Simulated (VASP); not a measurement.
OSZICAR of a VASP run on SiC (6h):

**OSZICAR**
```
       N       E                     dE             d eps       ncg     rms          rms(c)
DAV:   1     0.140903108846E+03    0.14090E+03   -0.22027E+04  1240   0.138E+03
DAV:   2    -0.938049897912E+02   -0.23471E+03   -0.22413E+03  1674   0.234E+02
DAV:   3    -0.106038645081E+03   -0.12234E+02   -0.12159E+02  1520   0.544E+01
DAV:   4    -0.106262683765E+03   -0.22404E+00   -0.22349E+00  1521   0.817E+00
DAV:   5    -0.106268290183E+03   -0.56064E-02   -0.56043E-02  1514   0.124E+00    0.214E+01
DAV:   6    -0.959560173316E+02    0.10312E+02   -0.34329E+01  1443   0.232E+01    0.963E+00
DAV:   7    -0.955818623544E+02    0.37415E+00   -0.27970E+00  1696   0.696E+00    0.398E+00
DAV:   8    -0.955089566495E+02    0.72906E-01   -0.19800E-01  1478   0.199E+00    0.105E+00
DAV:   9    -0.955010794905E+02    0.78772E-02   -0.22776E-02  1513   0.716E-01    0.168E-01
DAV:  10    -0.955013909071E+02   -0.31142E-03   -0.13280E-03  1532   0.185E-01    0.795E-02
DAV:  11    -0.955014080382E+02   -0.17131E-04   -0.94160E-05  1513   0.622E-02    0.150E-02
DAV:  12    -0.955014077125E+02    0.32575E-06   -0.85853E-06  1547   0.125E-02
   1 F= -.95501408E+02 E0= -.95501408E+02  d E =-.955014E+02
       N       E                     dE             d eps       ncg     rms          rms(c)
DAV:   1    -0.955016153006E+02   -0.20726E-03   -0.16494E-02  1429   0.738E-01    0.750E-02
DAV:   2    -0.955015437752E+02    0.71525E-04   -0.63974E-04  1513   0.138E-01    0.405E-02
DAV:   3    -0.955014883135E+02    0.55462E-04   -0.76351E-05  1521   0.503E-02    0.143E-02
DAV:   4    -0.955014839567E+02    0.43569E-05   -0.32958E-05  1537   0.283E-02    0.501E-03
DAV:   5    -0.955014838434E+02    0.11322E-06   -0.28380E-06  1101   0.104E-02
   2 F= -.95501484E+02 E0= -.95501484E+02  d E =-.761310E-04
```

Problem. Which electronic solver shows in the log?

Solution. It is blocked Davidson (ALGO = Normal, or the opening steps of other solvers). The INCAR had ALGO = Normal.

Problem. Can the final energy be trusted as converged?

Solution. Self-consistency was reached. It stopped with EDIFF = 1E-6, NELM = 100, NSW = 60 and EDIFFG = -0.02 after 2 ionic steps (PBEsol GGA, plane waves, VASP's PBE PAW potentials (set 64)).

The compound is SiC in the 6h structure. This run relaxes it. Symmetry was kept, so distortions that lower it aren't found. The start is the result of an earlier pass.
